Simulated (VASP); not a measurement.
```
HgS
1.0
    2.22731    -3.85781     0.00000
    2.22731     3.85781     0.00000
    0.00000     0.00000     9.74415
Hg S
3 3
Direct
  0.76244   0.00000   0.66667
  0.00000   0.76244   0.33333
  0.23756   0.23756   0.00000
  0.45176   0.00000   0.16667
  0.00000   0.45176   0.83333
  0.54824   0.54824   0.50000
```

Level of theory: PBE GGA, VASP's PBE PAW potentials (set 64) (plane waves; VASP). Numerical set-up: 400 eV cut-off, 7×7×3 Γ-centred mesh, tetrahedra with Blöchl corrections, potentials Hg S.

Without a dispersion term in the relaxation, distances and binding between the weakly bound layers, chains or molecules are unreliable, and so is what depends on them.

Task: Predict the energy per atom (σ→0).

Result: 
```yaml
energy per atom (σ→0): -2.280 eV/atom
```

The compound is HgS in the cinnabar structure. It was relaxed first, which changed the volume by +19 %.
